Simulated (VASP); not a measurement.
An input for Quantum ESPRESSO's pw.x (written as the equivalent of a VASP run, and not itself run):

```
&CONTROL
  calculation = 'scf'
  pseudo_dir = './pseudo'
  outdir = './out'
  tprnfor = .true.
  tstress = .true.
/
&SYSTEM
  ibrav = 0
  nat = 12
  ntyp = 3
  ecutwfc = 84
  occupations = 'smearing'
  smearing = 'gaussian'
  degauss = 0.003675
  input_dft = 'pbesol'
/
&ELECTRONS
  conv_thr = 7.3e-08
  electron_maxstep = 100
/
ATOMIC_SPECIES
  V 50.941 V.upf
  Bi 208.980 Bi.upf
  O 15.999 O.upf
CELL_PARAMETERS angstrom
    -2.5610550    2.5610550    5.7960650
     2.5610550   -2.5610550    5.7960650
     2.5610550    2.5610550   -5.7960650
ATOMIC_POSITIONS crystal
  V    0.4997990  0.5004660  0.0036940
  V    0.2520100  0.7552910  0.5065770
  Bi   0.0021860  0.0021040  0.0021030
  Bi   0.7449160  0.2488760  0.4976830
  O    0.1715530  0.5569640  0.8897870
  O    0.3136170  0.9171000  0.8909690
  O    0.6772290  0.2796570  0.1131820
  O    0.0335940  0.4244050  0.1140390
  O    0.5721080  0.6881690  0.6016340
  O    0.4375850  0.3280310  0.6020230
  O    0.0775910  0.9685900  0.3879290
  O    0.7178130  0.8303470  0.3903790
K_POINTS automatic
  3 3 4 1 1 1
```

Task: Translate this input to VASP (INCAR, KPOINTS, POSCAR, choice of POTCAR).

Result: Several could match; the one computed here: 
### KPOINTS
```
kpoints
0
G
3 3 4
0.5 0.5 0.5
```

POSCAR:
```
VBiO4
6.8346450
 -0.3747166093   0.3747166093   0.8480418515
  0.3747166093  -0.3747166093   0.8480418515
  0.3747166093   0.3747166093  -0.8480418515
V Bi O
2 2 8
direct
  0.4997990000   0.5004660000   0.0036940000
  0.2520100000   0.7552910000   0.5065770000
  0.0021860000   0.0021040000   0.0021030000
  0.7449160000   0.2488760000   0.4976830000
  0.1715530000   0.5569640000   0.8897870000
  0.3136170000   0.9171000000   0.8909690000
  0.6772290000   0.2796570000   0.1131820000
  0.0335940000   0.4244050000   0.1140390000
  0.5721080000   0.6881690000   0.6016340000
  0.4375850000   0.3280310000   0.6020230000
  0.0775910000   0.9685900000   0.3879290000
  0.7178130000   0.8303470000   0.3903790000
```

INCAR:
```
! general
SYSTEM  = VBiO4
PREC    = Accurate
ENCUT   = 400
LREAL   = .False.   ! projection in real space or not
LASPH   = .True.   ! aspherical one-centre terms

! electronic loop
EDIFF   = 1E-6
NELM    = 100   ! most electronic steps
ALGO    = Normal
LMAXMIX = 4

! smearing
ISMEAR  = 0   ! Gaussian
SIGMA   = 0.05   ! width (eV)

! functional
GGA     = PS

! ions
ISIF    = 2

! output
LWAVE   = .False.
LCHARG  = .False.
```

POTCAR, in this order: V_sv Bi_d O (PBE.64 set). Program: vasp_std.

Limits of the translation: the potentials are each code's own (VASP's PAW set, PseudoDojo norm-conserving files in pw.x), so ENCUT and ecutwfc are chosen apart and not converted; conv_thr bounds pw.x's estimated SCF error, while EDIFF bounds the energy change between steps.

The structure comes from a computed database's VBiO4 entry; how it stands against other phases isn't given here. The cell was not relaxed at this level, atoms are displaced from their ideal sites. The k-mesh is coarse (spacing up to 0.45 per Å, 2π included), so the numbers may not be converged in it.
